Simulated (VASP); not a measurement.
# A VASP study of AlNi (PBE + D3(BJ)): structure first, properties next, part 4 of 6

Wanted: the relaxed cell of AlNi and its properties. The start is a cell from a database of measured crystal structures.

VASP 6.6.1, plane waves and PAW; the level of theory is named at each step.

Still holding for the runs below: This run allows spin, but its moments start at zero, where symmetry between the spins tends to hold them, which is where the search above led. Its electron count is odd, so without a moment it is a metal by construction. The k-mesh is coarse for a metal.

So far. Step 7 (Relaxing cell and atoms (PBE + D3(BJ))): It ends with forces that vanish by symmetry and a pressure of 0.00 GPa. Step 8 (Second relaxation): It ends with forces that vanish by symmetry and a pressure of -0.05 GPa. The volume moved by under 0.01 %: the run met its threshold at the first step. The relaxed cell has a = 2.855 Å (conventional setting).

The database entry behind the starting cell differs from later determinations by our own check (about 0.2 % short), so it need not match the best structure at ambient conditions.

### Step 9. Single point with fields (PBE + D3(BJ))

Level of this step: PBE with D3(BJ), zero-moment start; plane waves and PAW (Al, Ni) (VASP).

A single point on the relaxed cell gives a clean self-consistent state, with density, ELF and potential written out.

INCAR reads:

```
SYSTEM = AlNi
PREC = Accurate
ENCUT = 400
EDIFF = 1E-06
NELM = 100
ISMEAR = 1
SIGMA = 0.2
LREAL = .FALSE.
ALGO = Normal
GGA = PE
IVDW = 12
NBANDS = 13
ISPIN = 2
MAGMOM = 0 0
LASPH = .TRUE.
LMAXMIX = 4
LORBIT = 11
LWAVE = .FALSE.
LCHARG = .TRUE.
ISIF = 2
LELF = .TRUE.
LVHAR = .TRUE.
```

POSCAR reads:

```
AlNi
1.0
    2.8552291790      0.0000000000      0.0000000000
    0.0000000000      2.8552291790      0.0000000000
    0.0000000000      0.0000000000      2.8552291790
Al Ni
1 1
Direct
    0.0000000000      0.0000000000      0.0000000000
    0.5000000000      0.5000000000      0.5000000000
```

KPOINTS reads:

```
Automatic mesh
0
Gamma
7 7 7
0 0 0
```

The projector-augmented-wave data sets are Al and Ni (PBE family, release 64).

Run with:

```
> mpirun -np 4 vasp_std
```

Log:

```text
[banner, memory and clock lines left out]
running    4 mpi-ranks, on    1 nodes
 distrk:  each k-point on    4 cores,    1 groups
 distr:  one band on    1 cores,    4 groups

 POSCAR found type information on POSCAR AlNi
 POSCAR found :  2 types and       2 ions
 LDA part: xc-table for (Slater+PW92), standard interpolation
|                                                                             |
|           W    W    AA    RRRRR   N    N  II  N    N   GGGG   !!!           |
|           W    W   A  A   R    R  NN   N  II  NN   N  G    G  !!!           |
|           W    W  A    A  R    R  N N  N  II  N N  N  G       !!!           |
|           W WW W  AAAAAA  RRRRR   N  N N  II  N  N N  G  GGG   !            |
|           WW  WW  A    A  R   R   N   NN  II  N   NN  G    G                |
|           W    W  A    A  R    R  N    N  II  N    N   GGGG   !!!           |
|                                                                             |
|     The number of bands has been changed from the values supplied in        |
|     The orbitals not found in the WAVECAR file will be initialized with     |
|     random numbers, which is usually adequate. For correlated               |
|     calculations, however, you should redo the groundstate calculation.     |
|     I found NBANDS = 13. Now, NBANDS = 16.                                  |
|                                                                             |

 POSCAR, INCAR and KPOINTS ok, starting setup
 FFT: planning ... GRIDC
 FFT: planning ... GRID_SOFT
 FFT: planning ... GRID
 WAVECAR not read
 entering main loop
       N       E                     dE             d eps       ncg     rms          rms(c)
DAV:   1     0.337294129491E+02    0.33729E+02   -0.44418E+03  1320   0.697E+02
DAV:   2    -0.105528751287E+02   -0.44282E+02   -0.39135E+02  1544   0.147E+02
DAV:   3    -0.119636541551E+02   -0.14108E+01   -0.14044E+01  1552   0.282E+01
DAV:   4    -0.119813536023E+02   -0.17699E-01   -0.17697E-01  1680   0.298E+00
DAV:   5    -0.119818999883E+02   -0.54639E-03   -0.54638E-03  1528   0.561E-01    0.120E+01
DAV:   6    -0.136956991227E+02   -0.17138E+01   -0.42239E+01  1472   0.810E+01    0.150E+01
DAV:   7    -0.105625939153E+02    0.31331E+01   -0.12516E+01  1456   0.483E+01    0.103E+00
DAV:   8    -0.105494917075E+02    0.13102E-01   -0.22863E-01  1616   0.463E+00    0.104E+00
DAV:   9    -0.105356007175E+02    0.13891E-01   -0.52249E-02  1624   0.269E+00    0.243E-01
DAV:  10    -0.105350692727E+02    0.53144E-03   -0.37999E-03  1752   0.777E-01    0.691E-02
DAV:  11    -0.105350582030E+02    0.11070E-04   -0.16088E-04  1896   0.124E-01    0.137E-02
DAV:  12    -0.105350573720E+02    0.83103E-06   -0.29770E-06  1424   0.194E-02
   1 F= -.11446028E+02 E0= -.11445509E+02  d E =-.155741E-02  mag=     0.0000
```

It took 3.8 s on 4 MPI ranks of Intel Xeon 6975P-C (Granite Rapids), shared host; peak memory 0.44 GiB.

Parts of OUTCAR (step 9):

```text
   k-points           NKPTS =     20   k-points in BZ     NKDIM =     20   number of bands    NBANDS=     16

   NELECT =      13.0000    total number of electrons

 E-fermi :  10.5618

 spin component 1
 k-point     1 :       0.0000    0.0000    0.0000
  band No.  band energies     occupation
    ...
      2       7.0508      1.00000
      3       7.0508      1.00000
      4       8.8170      1.00000
      5       8.8170      1.00000
      6       8.8170      1.00000
      7      16.0015      0.00000
      8      16.0015      0.00000
      9      16.0015      0.00000
     10      18.6057      0.00000
     11      18.6057      0.00000
    ...

 k-point     2 :       0.1429    0.0000    0.0000
  band No.  band energies     occupation
    ...
      2       6.9985      1.00000
      3       7.1396      1.00000
      4       8.6597      1.00000
      5       8.6597      1.00000
      6       8.8341      1.00000
      7      13.3842     -0.00000
      8      16.4967      0.00000
      9      16.4967      0.00000
     10      18.6189      0.00000
     11      20.8206      0.00000
    ...

 Edisp (eV)   -0.91097

  Total      -0.00556    -0.00556    -0.00556     0.00000     0.00000     0.00000
  in kB      -0.38283    -0.38283    -0.38283     0.00000     0.00000     0.00000
  external pressure =       -0.38 kB  Pullay stress =        0.00 kB

  FREE ENERGIE OF THE ION-ELECTRON SYSTEM (eV)
  ---------------------------------------------------
  free  energy   TOTEN  =       -11.4460278697 eV

  energy  without entropy=      -11.4444704605  energy(sigma->0) =      -11.44550873

 magnetization (x)
# of ion       s       p       d       tot
------------------------------------------
    1       -0.000  -0.000   0.000  -0.000
    2        0.000   0.000  -0.000  -0.000
--------------------------------------------------
tot          0.000   0.000  -0.000  -0.000

[... 9 parts as in an earlier step ...]

[... 9 further parts left out ...]
```

With spin, VASP writes an ELF for each channel.

This step gave:

- SCF cycles: 12
- bands: 16
- pressure: -0.03828 GPa

Valence electrons inside each PAW sphere by angular momentum. Sphere charges, by row:

```tsv
atom	s (e)	p (e)	d (e)	tot (e)
Al1	0.387	0.425	0	0.812
Ni2	0.487	0.537	8.49	9.513
```

ELF of down spins in the ac plane at fractional y = 0.000, with atoms of Al within 0.2 Å of it. It is the smooth field of the valence electrons, not physical close to the nuclei.

Ten even steps from '_' (0.00) to '@' (0.51):
```
______--**@@@@@@@@@@@@**--____
____::++%%@@@@@@@@@@@@%%++::__
::--++##@@@@@@@@@@@@@@@@##++--
****%%@@@@@@%%%%%%%%@@@@@@%%**
@@@@@@@@@@%%%%####%%%%@@@@@@@@
@@@@@@@@%%%%########%%%%@@@@@@
@@@@@@@@%%####****####%%@@@@@@
@@@@@@@@%%####****####%%@@@@@@
@@@@@@@@%%%%########%%%%@@@@@@
@@@@@@@@@@%%%%####%%%%@@@@@@@@
****%%@@@@@@%%%%%%%%@@@@@@%%**
::--++##@@@@@@@@@@@@@@@@##++--
____::++%%@@@@@@@@@@@@%%++::__
______--**@@@@@@@@@@@@**--____
______::**@@@@@@@@@@@@**::____
```
Columns run along a (2.9 Å), rows up along c (2.9 Å). Atoms in or near the plane, at fractional coordinates: Al at (0.00, 0.00).

Valence density in the ac plane at fractional y = 0.000, with atoms of Al within 0.2 Å of it. It is the smooth field of the valence electrons, not physical close to the nuclei.

Values in e/Å³, 15 rows by 15 columns:
```
0.02 0.04 0.09 0.15 0.20 0.23 0.23 0.23 0.23 0.23 0.23 0.20 0.15 0.09 0.04
0.07 0.09 0.13 0.18 0.22 0.23 0.23 0.23 0.23 0.23 0.23 0.22 0.18 0.13 0.09
0.14 0.15 0.18 0.21 0.24 0.24 0.24 0.23 0.23 0.24 0.24 0.24 0.21 0.18 0.15
0.19 0.20 0.22 0.24 0.25 0.25 0.24 0.24 0.24 0.24 0.25 0.25 0.24 0.22 0.20
0.22 0.23 0.23 0.24 0.25 0.24 0.24 0.24 0.24 0.24 0.24 0.25 0.24 0.23 0.23
0.23 0.23 0.23 0.24 0.24 0.24 0.24 0.25 0.25 0.24 0.24 0.24 0.24 0.23 0.23
0.22 0.23 0.23 0.23 0.24 0.24 0.25 0.25 0.25 0.25 0.24 0.24 0.23 0.23 0.23
0.22 0.23 0.23 0.23 0.24 0.24 0.25 0.25 0.25 0.25 0.24 0.24 0.23 0.23 0.23
0.23 0.23 0.23 0.24 0.24 0.24 0.24 0.25 0.25 0.24 0.24 0.24 0.24 0.23 0.23
0.22 0.23 0.23 0.24 0.25 0.24 0.24 0.24 0.24 0.24 0.24 0.25 0.24 0.23 0.23
0.19 0.20 0.22 0.24 0.25 0.25 0.24 0.24 0.24 0.24 0.25 0.25 0.24 0.22 0.20
0.14 0.15 0.18 0.21 0.24 0.24 0.24 0.23 0.23 0.24 0.24 0.24 0.21 0.18 0.15
0.07 0.09 0.13 0.18 0.22 0.23 0.23 0.23 0.23 0.23 0.23 0.22 0.18 0.13 0.09
0.02 0.04 0.09 0.15 0.20 0.23 0.23 0.23 0.23 0.23 0.23 0.20 0.15 0.09 0.04
0.00 0.02 0.07 0.14 0.19 0.22 0.23 0.22 0.22 0.23 0.22 0.19 0.14 0.07 0.02
```
Columns run along a (2.9 Å), rows up along c (2.9 Å). Atoms in or near the plane, at fractional coordinates: Al at (0.00, 0.00).

Electrostatic potential energy in the ac plane at fractional y = 0.000, with atoms of Al within 0.2 Å of it. With pseudopotentials it is smooth inside the atoms' cores, unlike the true potential.

Ten even steps from '0' (-93 eV) to '9' (1 eV):
```
002579999997520
124689999998642
456899999999865
778999999999987
999999999999999
999999999999999
999999999999999
999999999999999
999999999999999
999999999999999
778999999999987
456899999999865
124689999998642
002579999997520
001479999997410
```
Columns run along a (2.9 Å; values clipped at the 3rd and 97th percentile), rows up along c (2.9 Å). Atoms in or near the plane, at fractional coordinates: Al at (0.00, 0.00).

In this run the pressure is -0.04 GPa, small enough to go on; single stress components reach 0.04 GPa.

### Step 10. Band structure (PBE + D3(BJ))

The mesh alone shows little of the dispersion and can miss band extrema, so KPOINTS_OPT adds a path through the symmetry points after the self-consistent cycle.

Changes to INCAR since step 9:

```diff
@@ -11,3 +11,3 @@
 IVDW = 12
-NBANDS = 13
+NBANDS = 19
 ISPIN = 2
@@ -18,5 +18,3 @@
 LWAVE = .FALSE.
-LCHARG = .TRUE.
-ISIF = 2
-LELF = .TRUE.
-LVHAR = .TRUE.
+LCHARG = .FALSE.
+KPAR = 4
```

POSCAR is that of step 9.

KPOINTS is that of step 9.

KPOINTS_OPT reads:

```
Line mode
16
Line-mode
Reciprocal
  0.00000000   0.00000000   0.00000000 GAMMA
  0.00000000   0.50000000   0.00000000 X

  0.00000000   0.50000000   0.00000000 X
  0.50000000   0.50000000   0.00000000 M

  0.50000000   0.50000000   0.00000000 M
  0.00000000   0.00000000   0.00000000 GAMMA

  0.00000000   0.00000000   0.00000000 GAMMA
  0.50000000   0.50000000   0.50000000 R

  0.50000000   0.50000000   0.50000000 R
  0.00000000   0.50000000   0.00000000 X

  0.50000000   0.50000000   0.00000000 M
  0.50000000   0.50000000   0.50000000 R
```

Run with:

```
> mpirun -np 4 vasp_std
```

Log:

```text
[... set-up lines as in an earlier step ...]
 entering main loop
       N       E                     dE             d eps       ncg     rms          rms(c)
DAV:   1     0.417539336491E+02    0.41754E+02   -0.41736E+03  1584   0.585E+02
DAV:   2    -0.954826978221E+01   -0.51302E+02   -0.44860E+02  1588   0.141E+02
DAV:   3    -0.119549139554E+02   -0.24066E+01   -0.23396E+01  1870   0.318E+01
DAV:   4    -0.119813743580E+02   -0.26460E-01   -0.26443E-01  1787   0.302E+00
DAV:   5    -0.119819044793E+02   -0.53012E-03   -0.53009E-03  1801   0.452E-01    0.120E+01
DAV:   6    -0.137041103134E+02   -0.17222E+01   -0.39786E+01  1785   0.682E+01    0.151E+01
DAV:   7    -0.105643050294E+02    0.31398E+01   -0.11762E+01  1824   0.405E+01    0.102E+00
DAV:   8    -0.105496301266E+02    0.14675E-01   -0.19149E-01  1981   0.386E+00    0.105E+00
DAV:   9    -0.105358455646E+02    0.13785E-01   -0.54739E-02  1996   0.238E+00    0.296E-01
DAV:  10    -0.105350598057E+02    0.78576E-03   -0.46561E-03  1996   0.736E-01    0.704E-02
DAV:  11    -0.105350573188E+02    0.24869E-05   -0.95006E-05  1898   0.629E-02    0.105E-02
DAV:  12    -0.105350572397E+02    0.79139E-07   -0.12231E-06  1578   0.614E-03
   1 F= -.11446028E+02 E0= -.11445508E+02  d E =-.155940E-02  mag=     0.0000
 Start KPOINTS_OPT (optional k-point list driver)
k-point batch [1-20\96]
       N       E                     dE             ncg
DAV:   1     0.279306306020E+04   -0.17004E+04     1592
DAV:   2     0.175373920913E+04   -0.10393E+04     1602
DAV:   3     0.170250922281E+04   -0.51230E+02     1878
DAV:   4     0.170185628037E+04   -0.65294E+00     1790
DAV:   5     0.170184244236E+04   -0.13838E-01     1821
DAV:   6     0.170184195346E+04   -0.48891E-03     1893
DAV:   7     0.170184193732E+04   -0.16132E-04     1827
DAV:   8     0.170184193682E+04   -0.50867E-06     1293
[...]
k-point batch [81-96\96]
       N       E                     dE             ncg
DAV:   1     0.379128527067E+04   -0.67266E+04     1243
DAV:   2     0.305273880112E+04   -0.73855E+03     1327
DAV:   3     0.301959548856E+04   -0.33143E+02     1536
DAV:   4     0.301922233496E+04   -0.37315E+00     1426
DAV:   5     0.301921413801E+04   -0.81969E-02     1522
DAV:   6     0.301921382227E+04   -0.31575E-03     1574
DAV:   7     0.301921381248E+04   -0.97835E-05     1533
DAV:   8     0.301921381210E+04   -0.38428E-06     1124
```

Wall time 6.2 s (4 MPI ranks); peak memory 0.56 GiB.

OUTCAR, selected parts (step 10):

```text
   k-points           NKPTS =     20   k-points in BZ     NKDIM =     20   number of bands    NBANDS=     19

   NELECT =      13.0000    total number of electrons

 E-fermi :  10.5621

 spin component 1
 k-point     1 :       0.0000    0.0000    0.0000
  band No.  band energies     occupation
    ...
      2       7.0512      1.00000
      3       7.0512      1.00000
      4       8.8175      1.00000
      5       8.8175      1.00000
      6       8.8175      1.00000
      7      16.0015      0.00000
      8      16.0015      0.00000
      9      16.0015      0.00000
     10      18.6058      0.00000
     11      18.6058      0.00000
    ...

 k-point     2 :       0.1429    0.0000    0.0000
  band No.  band energies     occupation
    ...
      2       6.9988      1.00000
      3       7.1400      1.00000
      4       8.6602      1.00000
      5       8.6602      1.00000
      6       8.8346      1.00000
      7      13.3843     -0.00000
      8      16.4968      0.00000
      9      16.4968      0.00000
     10      18.6189      0.00000
     11      20.8207      0.00000
    ...

 Edisp (eV)   -0.91097

  Total      -0.02361    -0.02361    -0.02361     0.00000    -0.00000     0.00000
  in kB      -1.62540    -1.62540    -1.62540     0.00000    -0.00000     0.00000
  external pressure =       -1.63 kB  Pullay stress =        0.00 kB

  FREE ENERGIE OF THE ION-ELECTRON SYSTEM (eV)
  ---------------------------------------------------
  free  energy   TOTEN  =       -11.4460277374 eV

  energy  without entropy=      -11.4444683421  energy(sigma->0) =      -11.44550794

 magnetization (x)
# of ion       s       p       d       tot
------------------------------------------
    1        0.000  -0.000   0.000   0.000
    2       -0.000   0.000   0.000   0.000
--------------------------------------------------
tot         -0.000   0.000   0.000   0.000

[... 9 parts as in an earlier step ...]

[... 9 further parts left out ...]
```

Numbers from this step:

```yaml
bands: 19
pressure: -0.1625 GPa
```

Both spin channels agree. The electronic bands at the labelled points (eV, zero at the Fermi level; # counts the bands kept in this run):

```tsv
point	#4	#5	#6	#7	#8	#9	#10	#11
Γ	-1.74	-1.74	-1.74	5.44	5.44	5.44	8.04	8.04
0.47 of the way	-2.10	-2.10	-1.70	0.97	6.70	6.70	8.08	11.53
X	-2.48	-2.48	-1.65	-0.81	8.13	9.98	9.98	10.98
0.47 of the way	-2.71	-2.40	-1.96	-0.84	5.00	5.17	11.40	11.49
M	-3.14	-2.30	-2.30	-1.19	1.37	2.44	12.40	15.18
0.47 of the way	-2.54	-2.14	-2.05	0.64	2.43	8.35	8.57	11.56
Γ	-1.74	-1.74	-1.74	5.44	5.44	5.44	8.04	8.04
0.53 of the way	-2.50	-2.32	-2.32	2.05	2.05	4.06	9.56	9.56
R	-1.16	-1.16	1.81	1.81	1.81	3.75	4.40	4.40
0.53 of the way	-2.53	-2.29	-1.60	-0.75	5.36	5.64	6.40	6.82
X	-2.48	-2.48	-1.65	-0.81	8.13	9.98	9.98	10.98
jump to M	-3.14	-2.30	-2.30	-1.19	1.37	2.44	12.40	15.18
0.47 of the way	-2.71	-1.18	-0.71	-0.71	1.49	2.66	8.17	8.77
R	-1.16	-1.16	1.81	1.81	1.81	3.75	4.40	4.40
```

Of the projections kept (Al, Ni), the largest for each band there, as a share of the weight inside these atoms' spheres; weight between the spheres isn't counted:

```tsv
point	#4	#5	#6	#7	#8	#9	#10	#11
Γ	Ni 1.00	Ni 1.00	Ni 1.00	Al 0.51	Al 0.51	Al 0.51	Ni 1.00	Ni 1.00
X	Ni 0.98	Ni 0.98	Ni 1.00	Ni 0.98	-	Ni 1.00	Ni 1.00	Al 0.63
M	Ni 0.59	Ni 1.00	Ni 1.00	Ni 1.00	Ni 1.00	Ni 0.72	Al 1.00	Ni 1.00
Γ	Ni 1.00	Ni 1.00	Ni 1.00	Al 0.51	Al 0.51	Al 0.51	Ni 1.00	Ni 1.00
R	Ni 1.00	Ni 1.00	Ni 1.00	Ni 1.00	Ni 1.00	Al 1.00	Ni 0.68	Ni 0.68
X	Ni 0.98	Ni 0.98	Ni 1.00	Ni 0.98	-	Ni 1.00	Ni 1.00	Al 0.63
```

The electronic bands as a text plot (rows in eV, shown from -8.0 to 4.4 only):

```
    4.1 |           *           *   *  ****        *
    3.6 | *          *         **    *     ********             *
    3.1 |            **  *    **      *                       **
    2.6 |              **   ***        *         *        ****
    2.1 |  *          *   **            ***    **
    1.6 |              ***                 *****          *******
    1.0 |   *                *                * *              *
    0.5 |                   *                    *            *
    0.0 |    *             *                 *   *
   -0.5 |     **          *                       ***        *
   -1.0 |       **********                  * ***  * ************
   -1.5 |**********             ****       ***  **  *  *** *   *
   -2.1 | ****     **************   ****  **      *****   *   *
   -2.6 |     *********  *****         ***          ******   *
   -3.1 |   ******** *******           *             ********
   -3.6 |****          *    *********** ***        **     ***
   -4.1 |    *          ****               ********          ***
   -4.6 |             *                      ***** *          ***
   -5.2 |     *      *                      *     * *       **
   -5.7 |           * ****                 *       * *    **
   -6.2 |      *   * *                    *         **
   -6.7 |         ***                                 ***
   -7.2 |       ***       *                            ***
   -7.7 |                  *             *
         Γ      X      M          Γ            R        X|M     R
```

There is no gap at this level.

Of the bands kept, 2 cross the Fermi level on this path.

(Continued in part 5 of 6.)

[Lines on the potential files, build, host, timing and source positions are cut from VASP's logs without a mark.]

[Logs are printed without paths, hosts, clocks, repeated set-up lines and the standing remarks that a program may print on its own settings, such as how far it seeks lower states.]

[Hosts, paths, dates, database ids (printed as entryN), source tags and the programs' standing remarks are cut or masked in the printed files.]

[A measured line is paired with the nearest computed mode of its activity, which favours agreement.]

[In band tables of VASP the shares of atoms and orbitals are scaled to a sum of 1 inside the atoms' spheres.]
